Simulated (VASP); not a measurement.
```
CELL_PARAMETERS angstrom
      1.65793    -5.57885     0.00000
      1.65793     5.57885     0.00000
      0.00000     0.00000     4.54497
ATOMIC_POSITIONS crystal
  P  0.40508 0.59492 0.91363
  P  0.59492 0.40508 0.08637
  P  0.09492 0.90508 0.41363
  P  0.90508 0.09492 0.58637
```

Calculation: modified Becke-Johnson potential (mBJ), VASP's PBE PAW potentials (set 64) (plane waves; VASP). Numerical set-up: 400 eV cut-off, 6×6×4 Γ-centred mesh, Gaussian smearing of 0.050 eV, potentials P.

mBJ is a potential without an energy functional, so only the levels count. Without a dispersion term in the relaxation, distances and binding between the weakly bound layers, chains or molecules are unreliable, and so is what depends on them.

**Question.** Estimate the band gap (over mesh and band path) with the smallest direct gap where there is one.

**Answer.** 
```
Quantity                                        Result
---------------------------------------------  -------
band gap (over mesh and band path)             0.68 eV
smallest direct gap (over mesh and band path)  0.68 eV
```

Only differences to runs with the same potentials and settings are physical.

The structure comes from a computed database's P entry (Cmce); how it stands against other phases isn't given here. It was relaxed first. The cell's shape comes from a PBE relaxation.
